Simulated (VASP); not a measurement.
# InBi: accuracy against cost in the plane-wave cutoff and k-mesh, part 2 of 3

How sensitive are energy, pressure and forces of InBi to the plane-wave cutoff and k-mesh? The atoms are off their equilibrium sites, so that forces can be compared too. The series runs use LDA. The atoms of the start are displaced at random from the sites of a F-43m cell.

VASP 6.6.1; LDA; plane waves and PAW (In_d, Bi_d).

So far. Step 7 (Plane-wave cutoff: ENCUT = 320): Against the run before the energy moves by +0.39 meV an atom and the pressure by -0.34 GPa, after 12 cycles in 33 s.

## 8. Plane-wave cutoff: ENCUT = 390

INCAR

```
SYSTEM = InBi
PREC = Accurate
ENCUT = 390
EDIFF = 1E-06
NELM = 100
ISMEAR = -1
SIGMA = 0.05
LREAL = .FALSE.
ALGO = Normal
GGA = CA
NBANDS = 20
LORBIT = 11
LWAVE = .FALSE.
LCHARG = .FALSE.
KPAR = 2
ISIF = 2
```

POSCAR

```
InBi
1.0
    0.0000000000      3.3835383100      3.3835383100
    3.3835383100      0.0000000000      3.3835383100
    3.3835383100      3.3835383100      0.0000000000
In Bi
1 1
Direct
    0.0017960000      0.0071830000      0.0023630000
    0.2508020000      0.2571210000      0.2348280000
```

KPOINTS

```
Automatic mesh
0
Gamma
7 7 7
0 0 0
```

Potentials, in the order of the species: In_d and Bi_d (PBE family, release 64).

Started as:

```
> mpirun -np 2 vasp_std
```

The log of the run:

```text
[... set-up lines as in an earlier step ...]
 entering main loop
       N       E                     dE             d eps       ncg     rms          rms(c)
DAV:   1     0.235644334288E+03    0.23564E+03   -0.12349E+04  6884   0.135E+03
DAV:   2     0.117209154297E+02   -0.22392E+03   -0.22026E+03  6968   0.368E+02
DAV:   3    -0.715071077485E+01   -0.18872E+02   -0.18775E+02  8032   0.132E+02
DAV:   4    -0.781897901605E+01   -0.66827E+00   -0.66799E+00  8248   0.280E+01
[...]
DAV:  10    -0.771560415266E+01   -0.15944E-04   -0.75643E-05  8196   0.102E-01    0.801E-03
DAV:  11    -0.771560644177E+01   -0.22891E-05   -0.54037E-06  7396   0.266E-02    0.659E-03
DAV:  12    -0.771560684798E+01   -0.40621E-06   -0.10225E-06  6088   0.120E-02
   1 F= -.77156068E+01 E0= -.77134673E+01  d E =-.427902E-02
```

Elapsed: 41 s, on 2 MPI ranks of AMD EPYC 9R14 (Zen 4), shared host; peak memory 0.5 GiB; 80 s of CPU time.

OUTCAR, selected parts (step 8):

```text
  Total       -0.8309143     -0.8313152     -0.8196380      0.0780316      0.3629221      0.3808804
  in kB      -17.1839714    -17.1922610    -16.9507672      1.6137555      7.5055192      7.8769102
  external PRESSURE =     -17.1089998 kB  Pullay stress =       0.0000000 kB

 POSITION                                       TOTAL-FORCE (eV/Angst)
 -----------------------------------------------------------------------------------
      0.03230      0.01407      0.03038        -0.276836     -0.291086     -0.065857
      1.66453      1.64315      1.71858         0.276836      0.291086      0.065857
 -----------------------------------------------------------------------------------
    total drift:                                0.000084     -0.000493      0.000149

  FREE ENERGIE OF THE ION-ELECTRON SYSTEM (eV)
  ---------------------------------------------------
  free  energy   TOTEN  =        -7.7156068480 eV

  energy  without entropy=       -7.7113278253  energy(sigma->0) =       -7.71346734

[... 1 part as in an earlier step ...]

[... 2 further parts left out ...]
[key lines of the parts left out:]
E-fermi :   4.0611
```

Against the run before the energy moves by +0.31 meV an atom and the pressure by +0.42 GPa, after 12 cycles in 41 s.

## 9. Plane-wave cutoff: ENCUT = 490

Edit INCAR of step 8 so:

```diff
@@ -2,3 +2,3 @@
 PREC = Accurate
-ENCUT = 390
+ENCUT = 490
 EDIFF = 1E-06
```

POSCAR is that of step 8.

KPOINTS is that of step 8.

Started as:

```
> mpirun -np 2 vasp_std
```

The log of the run:

```text
[... set-up lines as in an earlier step ...]
 entering main loop
       N       E                     dE             d eps       ncg     rms          rms(c)
DAV:   1     0.249854850566E+03    0.24985E+03   -0.13915E+04  6884   0.157E+03
DAV:   2     0.131901870068E+02   -0.23666E+03   -0.23270E+03  6932   0.398E+02
DAV:   3    -0.706845694348E+01   -0.20259E+02   -0.20135E+02  8100   0.139E+02
DAV:   4    -0.781193880794E+01   -0.74348E+00   -0.74309E+00  8128   0.294E+01
[...]
DAV:  10    -0.771620867402E+01   -0.15804E-04   -0.76136E-05  8060   0.103E-01    0.805E-03
DAV:  11    -0.771621100993E+01   -0.23359E-05   -0.55901E-06  7636   0.270E-02    0.665E-03
DAV:  12    -0.771621140330E+01   -0.39337E-06   -0.10145E-06  6044   0.120E-02
   1 F= -.77162114E+01 E0= -.77140719E+01  d E =-.427910E-02
```

Wall time 70 s (2 MPI ranks); peak memory 0.66 GiB; 2.3 min of CPU time.

Parts of OUTCAR (step 9):

```text
  Total       -0.8056529     -0.8073268     -0.7943198      0.0779523      0.3626413      0.3816312
  in kB      -16.6615453    -16.6961614    -16.4271667      1.6121151      7.4997124      7.8924374
  external PRESSURE =     -16.5949578 kB  Pullay stress =       0.0000000 kB

 POSITION                                       TOTAL-FORCE (eV/Angst)
 -----------------------------------------------------------------------------------
      0.03230      0.01407      0.03038        -0.276992     -0.290702     -0.066045
      1.66453      1.64315      1.71858         0.276992      0.290702      0.066045
 -----------------------------------------------------------------------------------
    total drift:                               -0.000373      0.000235     -0.000226

  FREE ENERGIE OF THE ION-ELECTRON SYSTEM (eV)
  ---------------------------------------------------
  free  energy   TOTEN  =        -7.7162114033 eV

  energy  without entropy=       -7.7119322985  energy(sigma->0) =       -7.71407185

[... 1 part as in an earlier step ...]

[... 2 further parts left out ...]
[key lines of the parts left out:]
E-fermi :   4.0611
```

Against the run before the energy moves by -0.30 meV an atom and the pressure by +0.05 GPa, after 12 cycles in 70 s.

## 10. The plane-wave cutoff series as a table

This step: convergence of LDA results with the cutoff; plane waves and PAW (VASP 6.6.1).

Derived from the runs above.

Differences are taken from the run with ENCUT = 490. Results of the series, by row:

```tsv
setting	status	energy less the reference (meV/atom)	pressure (GPa)	largest force difference (meV/Å)	SCF cycles	wall time (s)
ENCUT = 150	converged	4969	-224.8	411.4	12	12.4
ENCUT = 180	converged	566	-52.98	33.51	12	18.4
ENCUT = 220	converged	20.11	-6.375	1.889	12	19.8
ENCUT = 240	converged	-0.03925	-2.392	1.127	12	21
ENCUT = 280	converged	-0.4	-1.784	0.263	12	31
ENCUT = 320	converged	-0.00979	-2.129	0.127	12	33
ENCUT = 390	converged	0.3023	-1.711	0.384	12	41
ENCUT = 490	converged	0	-1.659	0	12	70
```

## 11. K-mesh: 2 2 2

This step: LDA; plane waves and PAW (In_d, Bi_d) (VASP 6.6.1).

The sum over the zone converges with the mesh, fast for insulators and slowly for metals.

Edit INCAR of step 9 so:

```diff
@@ -2,3 +2,3 @@
 PREC = Accurate
-ENCUT = 490
+ENCUT = 400
 EDIFF = 1E-06
@@ -14,3 +14,3 @@
 LCHARG = .FALSE.
-KPAR = 2
+NCORE = 2
 ISIF = 2
```

POSCAR is that of step 9.

KPOINTS

```
Automatic mesh
0
Gamma
2 2 2
0 0 0
```

Started as:

```
> mpirun -np 2 vasp_std
```

The log of the run:

```text
[banner, memory and clock lines left out]
running    2 mpi-ranks, on    1 nodes
 distrk:  each k-point on    2 cores,    1 groups
 distr:  one band on    2 cores,    1 groups

 POSCAR found type information on POSCAR InBi
 POSCAR found :  2 types and       2 ions
 [... a notice as in an earlier step ...]

 LDA part: xc-table for (Slater(with rela. corr.)+CA(PZ))
 , standard interpolation
 POSCAR, INCAR and KPOINTS ok, starting setup
 FFT: planning ... GRIDC
 FFT: planning ... GRID_SOFT
 FFT: planning ... GRID
 WAVECAR not read
 entering main loop
       N       E                     dE             d eps       ncg     rms          rms(c)
DAV:   1     0.244130125026E+03    0.24413E+03   -0.12357E+04   320   0.139E+03
DAV:   2     0.162670434786E+02   -0.22786E+03   -0.22352E+03   324   0.385E+02
DAV:   3    -0.539876735875E+01   -0.21666E+02   -0.21509E+02   360   0.140E+02
DAV:   4    -0.622015055247E+01   -0.82138E+00   -0.82074E+00   400   0.304E+01
DAV:   5    -0.626785468352E+01   -0.47704E-01   -0.47699E-01   476   0.622E+00    0.342E+00
DAV:   6    -0.613472043124E+01    0.13313E+00   -0.18039E-01   424   0.641E+00    0.171E+00
DAV:   7    -0.610614032632E+01    0.28580E-01   -0.56358E-02   504   0.261E+00    0.416E-01
DAV:   8    -0.610326659123E+01    0.28737E-02   -0.55279E-03   384   0.641E-01    0.153E-01
DAV:   9    -0.610337999418E+01   -0.11340E-03   -0.10096E-03   460   0.207E-01    0.569E-02
DAV:  10    -0.610343989303E+01   -0.59899E-04   -0.11260E-04   368   0.117E-01    0.123E-02
DAV:  11    -0.610344161435E+01   -0.17213E-05   -0.14647E-05   424   0.484E-02    0.671E-03
DAV:  12    -0.610344258680E+01   -0.97244E-06   -0.12061E-06   292   0.104E-02
   1 F= -.61034426E+01 E0= -.60888887E+01  d E =-.291077E-01
```

It took 2.8 s on 2 MPI ranks; peak memory 0.21 GiB.

From OUTCAR (step 11):

```text
   k-points           NKPTS =      8   k-points in BZ     NKDIM =      8   number of bands    NBANDS=     20

   ENCUT  =  400.0 eV  29.40 Ry    5.42 a.u.   7.80  7.80  7.80*2*pi/ulx,y,z

   NELECT =      28.0000    total number of electrons

 E-fermi :   4.0185

 k-point     1 :       0.0000    0.0000    0.0000
  band No.  band energies     occupation
    ...
      8     -10.1127      2.00000
      9     -10.0616      2.00000
     10     -10.0615      2.00000
     11      -7.2876      2.00000
     12       2.2945      2.00000
     13       4.1303      0.19336
     14       4.3057      0.00639
     15       4.4478      0.00037
     16       6.9659      0.00000
     17       7.0701      0.00000
    ...

  Total        1.9256652      1.9197838      1.9869714      0.1058464      0.8399584      0.8892790
  in kB       39.8242933     39.7026610     41.0921550      2.1889871     17.3710098     18.3909988
  external PRESSURE =      40.2063698 kB  Pullay stress =       0.0000000 kB

 POSITION                                       TOTAL-FORCE (eV/Angst)
 -----------------------------------------------------------------------------------
      0.03230      0.01407      0.03038        -0.123195     -0.125852     -0.058997
      1.66453      1.64315      1.71858         0.123195      0.125852      0.058997
 -----------------------------------------------------------------------------------
    total drift:                               -0.000062     -0.000610      0.000123

  FREE ENERGIE OF THE ION-ELECTRON SYSTEM (eV)
  ---------------------------------------------------
  free  energy   TOTEN  =        -6.1034425868 eV

  energy  without entropy=       -6.0743349022  energy(sigma->0) =       -6.08888874

[... 3 parts as in an earlier step ...]

[... 12 further parts left out ...]
```

This step gave:

* irreducible k points: 8
* free energy (TOTEN): -6.103 eV
* energy at zero smearing: -6.089 eV
* Fermi energy: 4.019 eV
* pressure: 4.021 GPa

The series starts at -3.0444 eV an atom and 4.02 GPa, after 12 cycles in 2.8 s.

## 12. K-mesh: 3 3 3

Edit INCAR of step 11 so:

```diff
@@ -14,3 +14,3 @@
 LCHARG = .FALSE.
-NCORE = 2
+KPAR = 2
 ISIF = 2
```

POSCAR is that of step 11.

KPOINTS

```
Automatic mesh
0
Gamma
3 3 3
0 0 0
```

Started as:

```
> mpirun -np 2 vasp_std
```

The log of the run:

```text
[... set-up lines as in an earlier step ...]
 entering main loop
       N       E                     dE             d eps       ncg     rms          rms(c)
DAV:   1     0.238613583476E+03    0.23861E+03   -0.12678E+04   560   0.140E+03
DAV:   2     0.128452092987E+02   -0.22577E+03   -0.22199E+03   572   0.376E+02
DAV:   3    -0.667466102230E+01   -0.19520E+02   -0.19408E+02   636   0.134E+02
DAV:   4    -0.739676757944E+01   -0.72211E+00   -0.72158E+00   644   0.288E+01
[...]
DAV:  10    -0.727225770501E+01   -0.36658E-04   -0.10278E-04   656   0.113E-01    0.100E-02
DAV:  11    -0.727226256008E+01   -0.48551E-05   -0.87399E-06   652   0.327E-02    0.840E-03
DAV:  12    -0.727226314844E+01   -0.58836E-06   -0.14439E-06   512   0.137E-02
   1 F= -.72722631E+01 E0= -.72654207E+01  d E =-.136848E-01
```

Wall time 4.6 s (2 MPI ranks); peak memory 0.25 GiB; 8 s of CPU time.

From OUTCAR (step 12):

```text
  Total       -0.1671895     -0.1714027     -0.1203241      0.0344655      0.4515130      0.4747327
  in kB       -3.4576126     -3.5447437     -2.4883974      0.7127731      9.3376497      9.8178510
  external PRESSURE =      -3.1635846 kB  Pullay stress =       0.0000000 kB

 POSITION                                       TOTAL-FORCE (eV/Angst)
 -----------------------------------------------------------------------------------
      0.03230      0.01407      0.03038        -0.226442     -0.238277     -0.113977
      1.66453      1.64315      1.71858         0.226442      0.238277      0.113977
 -----------------------------------------------------------------------------------
    total drift:                               -0.000013     -0.000632      0.000086

  FREE ENERGIE OF THE ION-ELECTRON SYSTEM (eV)
  ---------------------------------------------------
  free  energy   TOTEN  =        -7.2722631484 eV

  energy  without entropy=       -7.2585783388  energy(sigma->0) =       -7.26542074

[... 1 part as in an earlier step ...]

[... 2 further parts left out ...]
[key lines of the parts left out:]
E-fermi :   4.0533
```

Against the run before the energy moves by -588.27 meV an atom and the pressure by -4.34 GPa, after 12 cycles in 4.6 s.

## 13. K-mesh: 4 4 4

INCAR is that of step 12.

POSCAR is that of step 12.

KPOINTS

```
Automatic mesh
0
Gamma
4 4 4
0 0 0
```

Started as:

```
> mpirun -np 2 vasp_std
```

The log of the run:

```text
[... set-up lines as in an earlier step ...]
 entering main loop
       N       E                     dE             d eps       ncg     rms          rms(c)
DAV:   1     0.238562792017E+03    0.23856E+03   -0.12449E+04  1444   0.138E+03
DAV:   2     0.123035973836E+02   -0.22626E+03   -0.22240E+03  1460   0.374E+02
DAV:   3    -0.698938505915E+01   -0.19293E+02   -0.19185E+02  1664   0.134E+02
DAV:   4    -0.768610363515E+01   -0.69672E+00   -0.69592E+00  1736   0.285E+01
[...]
DAV:  10    -0.757472228711E+01   -0.22128E-04   -0.84213E-05  1696   0.105E-01    0.895E-03
DAV:  11    -0.757472541583E+01   -0.31287E-05   -0.70523E-06  1848   0.292E-02    0.746E-03
DAV:  12    -0.757472586498E+01   -0.44914E-06   -0.10212E-06  1296   0.117E-02
   1 F= -.75747259E+01 E0= -.75719896E+01  d E =-.547260E-02
```

It took 10 s on 2 MPI ranks; peak memory 0.29 GiB.

From OUTCAR (step 13):

```text
  Total       -0.6177536     -0.6190127     -0.5968085      0.0852413      0.3598505      0.3794252
  in kB      -12.7756373    -12.8016760    -12.3424764      1.7628583      7.4419959      7.8468155
  external PRESSURE =     -12.6399299 kB  Pullay stress =       0.0000000 kB

 POSITION                                       TOTAL-FORCE (eV/Angst)
 -----------------------------------------------------------------------------------
      0.03230      0.01407      0.03038        -0.286623     -0.300399     -0.067729
      1.66453      1.64315      1.71858         0.286623      0.300399      0.067729
 -----------------------------------------------------------------------------------
    total drift:                                0.000073     -0.000506      0.000140

  FREE ENERGIE OF THE ION-ELECTRON SYSTEM (eV)
  ---------------------------------------------------
  free  energy   TOTEN  =        -7.5747258650 eV

  energy  without entropy=       -7.5692532680  energy(sigma->0) =       -7.57198957

[... 1 part as in an earlier step ...]

[... 2 further parts left out ...]
[key lines of the parts left out:]
E-fermi :   3.9674
```

Against the run before the energy moves by -153.28 meV an atom and the pressure by -0.95 GPa, after 12 cycles in 10 s.

## 14. K-mesh: 5 5 5

INCAR is that of step 13.

POSCAR is that of step 13.

KPOINTS

```
Automatic mesh
0
Gamma
5 5 5
0 0 0
```

Started as:

```
> mpirun -np 2 vasp_std
```

The log of the run:

```text
[... set-up lines as in an earlier step ...]
 entering main loop
       N       E                     dE             d eps       ncg     rms          rms(c)
DAV:   1     0.237262396840E+03    0.23726E+03   -0.12518E+04  2520   0.137E+03
DAV:   2     0.120043206307E+02   -0.22526E+03   -0.22153E+03  2564   0.370E+02
DAV:   3    -0.708445390369E+01   -0.19089E+02   -0.18984E+02  2944   0.133E+02
DAV:   4    -0.777567066437E+01   -0.69122E+00   -0.69080E+00  3052   0.283E+01
[...]
DAV:  10    -0.766590205874E+01   -0.16956E-04   -0.81306E-05  2932   0.105E-01    0.828E-03
DAV:  11    -0.766590488106E+01   -0.28223E-05   -0.59244E-06  2804   0.274E-02    0.656E-03
DAV:  12    -0.766590533825E+01   -0.45719E-06   -0.10022E-06  2200   0.120E-02
   1 F= -.76659053E+01 E0= -.76625781E+01  d E =-.665448E-02
```

Elapsed: 16 s, on 2 MPI ranks; peak memory 0.33 GiB.

Parts of OUTCAR (step 14):

```text
  Total       -0.7355549     -0.7359775     -0.7219292      0.0601367      0.3751524      0.3954591
  in kB      -15.2118627    -15.2206011    -14.9300725      1.2436743      7.7584511      8.1784100
  external PRESSURE =     -15.1208454 kB  Pullay stress =       0.0000000 kB

 POSITION                                       TOTAL-FORCE (eV/Angst)
 -----------------------------------------------------------------------------------
      0.03230      0.01407      0.03038        -0.266000     -0.278892     -0.079558
      1.66453      1.64315      1.71858         0.266000      0.278892      0.079558
 -----------------------------------------------------------------------------------
    total drift:                                0.000131     -0.000467      0.000137

  FREE ENERGIE OF THE ION-ELECTRON SYSTEM (eV)
  ---------------------------------------------------
  free  energy   TOTEN  =        -7.6659053382 eV

  energy  without entropy=       -7.6592508607  energy(sigma->0) =       -7.66257810

[... 1 part as in an earlier step ...]

[... 2 further parts left out ...]
[key lines of the parts left out:]
E-fermi :   3.9868
```

Against the run before the energy moves by -45.29 meV an atom and the pressure by -0.25 GPa, after 12 cycles in 16 s.

## 15. K-mesh: 7 7 7

INCAR is that of step 14.

POSCAR is that of step 14.

KPOINTS

```
Automatic mesh
0
Gamma
7 7 7
0 0 0
```

Started as:

```
> mpirun -np 2 vasp_std
```

The log of the run:

```text
[... set-up lines as in an earlier step ...]
 entering main loop
       N       E                     dE             d eps       ncg     rms          rms(c)
DAV:   1     0.237026948763E+03    0.23703E+03   -0.12525E+04  6892   0.137E+03
DAV:   2     0.120032215196E+02   -0.22502E+03   -0.22128E+03  6996   0.372E+02
DAV:   3    -0.713309501499E+01   -0.19136E+02   -0.19029E+02  8060   0.133E+02
DAV:   4    -0.781776494709E+01   -0.68467E+00   -0.68433E+00  8280   0.282E+01
[...]
DAV:  10    -0.771576292089E+01   -0.16000E-04   -0.76799E-05  8184   0.103E-01    0.799E-03
DAV:  11    -0.771576519944E+01   -0.22786E-05   -0.54604E-06  7384   0.268E-02    0.662E-03
DAV:  12    -0.771576560145E+01   -0.40201E-06   -0.10530E-06  6076   0.122E-02
   1 F= -.77157656E+01 E0= -.77136261E+01  d E =-.427896E-02
```

Wall time 41 s (2 MPI ranks); peak memory 0.52 GiB.

OUTCAR, selected parts (step 15):

```text
  Total       -0.8076143     -0.8080093     -0.7963338      0.0780247      0.3629296      0.3808910
  in kB      -16.7021072    -16.7102778    -16.4688176      1.6136135      7.5056736      7.8771305
  external PRESSURE =     -16.6270676 kB  Pullay stress =       0.0000000 kB

 POSITION                                       TOTAL-FORCE (eV/Angst)
 -----------------------------------------------------------------------------------
      0.03230      0.01407      0.03038        -0.276839     -0.291090     -0.065855
      1.66453      1.64315      1.71858         0.276839      0.291090      0.065855
 -----------------------------------------------------------------------------------
    total drift:                                0.000089     -0.000487      0.000139

  FREE ENERGIE OF THE ION-ELECTRON SYSTEM (eV)
  ---------------------------------------------------
  free  energy   TOTEN  =        -7.7157656015 eV

  energy  without entropy=       -7.7114866418  energy(sigma->0) =       -7.71362612

[... 2 parts as in an earlier step ...]

[... 1 further part left out ...]
[key lines of the parts left out:]
E-fermi :   4.0612
```

Against the run before the energy moves by -25.52 meV an atom and the pressure by -0.15 GPa, after 12 cycles in 41 s.

[end of part 2 of 3]

[Lines on the potential files, build, host, timing and source positions are cut from VASP's logs without a mark.]

[Logs are printed without paths, hosts, clocks, repeated set-up lines and the standing remarks that a program may print on its own settings, such as how far it seeks lower states.]

[Hosts, paths, dates, database ids (printed as entryN), source tags and the programs' standing remarks are cut or masked in the printed files.]

[A measured line is paired with the nearest computed mode of its activity, which favours agreement.]

[In band tables of VASP the shares of atoms and orbitals are scaled to a sum of 1 inside the atoms' spheres.]
